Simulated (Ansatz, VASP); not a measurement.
RbMg6Zn: VASP beside Ansatz

run.py

```python
from ase.calculators.vasp import Vasp
from ase.dft.bandgap import bandgap
from ase.io import read

atoms = read('RbMg6Zn.xyz')
calc = Vasp(
    directory='calc',
    xc='rpbe',
    pp='PBE',
    setups='recommended',
    prec='Accurate',
    encut=520,
    ediff=1e-06,
    ismear=0,
    sigma=0.1,
    lreal=False,
    lasph=True,
    nelm=100,
    algo='Normal',
    isif=2,
    lwave=False,
    lcharg=False,
    kpts=[5, 5, 5],
    gamma=True,
    nbands=26,
)
atoms.calc = calc

print('energy (eV):', atoms.get_potential_energy())
print('free energy (eV):', atoms.get_potential_energy(force_consistent=True))
print('forces (eV/A):')
print(atoms.get_forces())
print('stress (eV/A^3, Voigt):', atoms.get_stress())
print('Fermi level (eV):', calc.get_fermi_level())
gap, top, bottom = bandgap(calc)
print('band gap (eV):', gap, 'from (spin, k, band)', top, 'to', bottom)
```

The input RbMg6Zn.xyz:

```xyz
8
Lattice="5.2175370000 0.0000000000 0.0000000000 0.0000000000 3.5205290000 5.8683675000 0.0000000000 -3.5205290000 5.8683675000" Properties=species:S:1:pos:R:3 pbc="T T T"
Rb     2.6087685000      0.0000000000      7.8624739867
Zn     0.0000000000      0.0000000000     10.0859397488
Mg     2.6087685000      0.0000000000      1.9124774948
Mg     2.6087685000      1.8235495293      4.8999108115
Mg     2.6087685000     -1.8235495293      4.8999108115
Mg     0.0000000000      0.0000000000      3.9245411860
Mg     0.0000000000      1.9806918617      6.6808429804
Mg     0.0000000000     -1.9806918617      6.6808429804
```

Contents of input.yaml:

```yaml
crystal:
  lattice:
    - [5.217537, 0.0, 0.0]
    - [0.0, 3.520529, 5.8683675]
    - [0.0, -3.520529, 5.8683675]
  atoms:
    - { symbol: Rb, position: [0.5, 0.669903, 0.669903] }
    - { symbol: Zn, position: [0.0, 0.859348, 0.859348] }
    - { symbol: Mg, position: [0.5, 0.162948, 0.162948] }
    - { symbol: Mg, position: [0.5, 0.676473, 0.158497] }
    - { symbol: Mg, position: [0.5, 0.158497, 0.676473] }
    - { symbol: Mg, position: [0.0, 0.334381, 0.334381] }
    - { symbol: Mg, position: [0.0, 0.850531, 0.287919] }
    - { symbol: Mg, position: [0.0, 0.287919, 0.850531] }
hamiltonian:
  xc: rpbe
  pseudopotentials: { kind: paw }
kpoints:
  mp_grid: { grid: [5, 5, 5] }
scf:
  occupations: { method: gaussian, width: 0.1 }
output:
  forces: true
  stress: true
  eigenvalues: true
```

The cell comes from a database or a generator and needn't be the stable form of this composition.

Alike in both runs: task single point; functional RPBE; k mesh 5 × 5 × 5; occupations gaussian, width 0.1 eV; no spin polarisation.

|  | VASP | Ansatz |
| --- | --- | --- |
| version | VASP 6.6.1 | Ansatz 0.2.0 |
| potentials or method | VASP PAW PBE potentials, release 64 (Rb_sv, Zn, Mg) | Ansatz PAW |
| plane-wave cutoff (eV) | 520 | 420 |
| valence electrons in the cell | 33 | 81 |

```csv
,VASP,Ansatz,Ansatz less VASP
gap on the k mesh at the Fermi level (eV),none,none,-
pressure (GPa),0.9,1.0,+0.09
largest component of the traceless stress (GPa),0.46,0.47,+0.006
rms of the force components (eV/Å),0.017,0.016,-0.0011
```

Atom by atom the forces differ by 0.003 eV/Å (rms over components). A gap of «none» marks a metal or a gap that the smearing closes. The two sets of potentials don't hold the same shells in valence.

Caveats: the PAW data sets were made with another functional, which shifts forces and pressure a little (VASP); the PAW data sets come from PBE, with cores solved anew for the run's functional, which leaves a small shift of forces and pressure (Ansatz).
